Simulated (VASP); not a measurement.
These are optB86b-vdW, VASP's PBE PAW potentials (set 64) (plane waves; VASP 6.6.1) values and carry that method's errors.

VASP input:

**POSCAR**
```
TiAl
2.8121740
  1.0000000380   0.0000000000   0.0000000000
  0.0000000000   1.0000000380   0.0000000000
  0.0000000000   0.0000000000   1.4388840959
Ti Al
1 1
direct
  0.0000000000   0.0000000000   0.0000000000
  0.5000000000   0.5000000000   0.5000000000
```

INCAR:
```
# general
SYSTEM  =TiAl
PREC    =Accurate
ENCUT   =520   # plane-wave cut-off (eV)
LREAL   =F   # projection in real space or not
LASPH   =T   # aspherical one-centre terms
ICHARG  =11   # fixed density

# electronic loop
EDIFF   =1E-7
NELM    =100
ALGO    =Normal   # blocked Davidson
LMAXMIX =4   # l cut-off of mixed one-centre charges

# smearing
ISMEAR  =0   # Gaussian
SIGMA   =0.05   # width (eV)

# functional
GGA     =MK
LUSE_VDW=T
AGGAC   =0.0
PARAM1  =0.1234
PARAM2  =1.0

# output
LWAVE   =F
LCHARG  =F
LORBIT  =11
```

File KPOINTS:
```
k-points along high-symmetry lines
10
Line-mode
Reciprocal
  0.000000   0.000000   0.000000 ! GAMMA
  0.000000   0.500000   0.000000 ! X

  0.000000   0.500000   0.000000 ! X
  0.500000   0.500000   0.000000 ! M

  0.500000   0.500000   0.000000 ! M
  0.000000   0.000000   0.000000 ! GAMMA

  0.000000   0.000000   0.000000 ! GAMMA
  0.000000   0.000000   0.500000 ! Z

  0.000000   0.000000   0.500000 ! Z
  0.000000   0.500000   0.500000 ! R

  0.000000   0.500000   0.500000 ! R
  0.500000   0.500000   0.500000 ! A

  0.500000   0.500000   0.500000 ! A
  0.000000   0.000000   0.500000 ! Z

  0.000000   0.500000   0.000000 ! X
  0.000000   0.500000   0.500000 ! R

  0.500000   0.500000   0.000000 ! M
  0.500000   0.500000   0.500000 ! A
```

POTCAR, in this order: Ti_sv Al (PBE.64 set). Program: vasp_std. Read from the step before: CHGCAR.

The resulting files:

**OSZICAR**
```
       N       E                     dE             d eps       ncg     rms          rms(c)
DAV:   1     0.980094344430E+02    0.98009E+02   -0.76492E+03  1980   0.141E+03
DAV:   2    -0.181404200374E+01   -0.99823E+02   -0.96322E+02  2010   0.337E+02
DAV:   3    -0.829979715084E+01   -0.64858E+01   -0.62474E+01  3233   0.813E+01
DAV:   4    -0.850375186095E+01   -0.20395E+00   -0.19812E+00  2394   0.124E+01
DAV:   5    -0.851257804906E+01   -0.88262E-02   -0.88159E-02  2887   0.223E+00
DAV:   6    -0.851270256307E+01   -0.12451E-03   -0.12451E-03  2485   0.240E-01
DAV:   7    -0.851270687864E+01   -0.43156E-05   -0.43159E-05  2928   0.352E-02
DAV:   8    -0.851270695347E+01   -0.74835E-07   -0.74299E-07  2453   0.387E-03
   1 F= -.85127070E+01 E0= -.85104386E+01  d E =-.453665E-02
```

File OUTCAR:
```
 val. band max:        8.1693757629   @ k =   0.5000   0.5000   0.0000

 cond. band min:       8.2042494445   @ k =   0.0556   0.5000   0.0000



 k-point     1 :       0.0000    0.0000    0.0000
  band No.  band energies     occupation
      1     -48.0269      2.00000
      2     -24.5436      2.00000
      3     -24.0775      2.00000
      4     -24.0775      2.00000
      5      -0.6618      2.00000
      6       6.5384      2.00000
      7       7.5209      2.00000
      8       8.0832      1.98617
      9      10.5619      0.00000
     10      10.5619      0.00000
     11      11.7406      0.00000

 k-point     2 :       0.0000    0.0556    0.0000
  band No.  band energies     occupation
      1     -48.0250      2.00000
      2     -24.5418      2.00000
      3     -24.0929      2.00000
      4     -24.0762      2.00000
      5      -0.6005      2.00000
      6       6.5887      2.00000
      7       7.5455      2.00000
      8       8.0239      1.99996
      9      10.5723      0.00000
     10      10.6343      0.00000
     11      11.6788      0.00000

 k-point     3 :       0.0000    0.1111    0.0000
  band No.  band energies     occupation
      1     -48.0197      2.00000
      2     -24.5366      2.00000
      3     -24.1371      2.00000
      4     -24.0724      2.00000
      5      -0.4177      2.00000
      6       6.7314      2.00000
      7       7.6077      2.00000
      8       7.8648      2.00000
      9      10.6024      0.00000
     10      10.8371      0.00000
     11      11.5086      0.00000

 k-point     4 :       0.0000    0.1667    0.0000
  band No.  band energies     occupation
      1     -48.0115      2.00000
      2     -24.5286      2.00000
      3     -24.2044      2.00000
      4     -24.0666      2.00000
      5      -0.1164      2.00000
      6       6.9420      2.00000
      7       7.6452      2.00000
      8       7.6648      2.00000
      9      10.6490      0.00000
     10      11.1415      0.00000
...
```

The density is held fixed in this step, so its total energy and stress have no physical meaning.

The compound is TiAl in the L1_0 structure. It was relaxed first. The electron count is odd and the run is not spin-polarised, which forces a metal.
